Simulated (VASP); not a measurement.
Crystal: Ge.

```
Ge
1.0
     0.00000    2.83700    2.83700
     2.83700    0.00000    2.83700
     2.83700    2.83700    0.00000
Ge
2
Direct
  0.00000 0.00000 0.00000
  0.25000 0.25000 0.25000
```

Base run:

| Quantity | Value |
| --- | --- |
| Program | VASP 6.6.1 |
| Functional | PBE0 |
| Potentials or basis | VASP PAW PBE potentials, release 64 (Ge_d) |
| Cutoff | 520 eV |
| k mesh | 6 × 6 × 6 |
| Occupations | gaussian, width 0.03 eV |
| Spin | no spin polarisation |

Its results: band gap on the k mesh 1.37 eV, direct; pressure 0.0 GPa.

Task: The run is repeated on the same cell with these changes: functional from PBE0 to HSE06. What comes out?

Result: Band gap on the k mesh 0.80 eV, indirect (least direct gap 0.81 eV); pressure 0.3 GPa.

Caveats: the PAW data sets were made with another functional, which shifts forces and pressure a little.
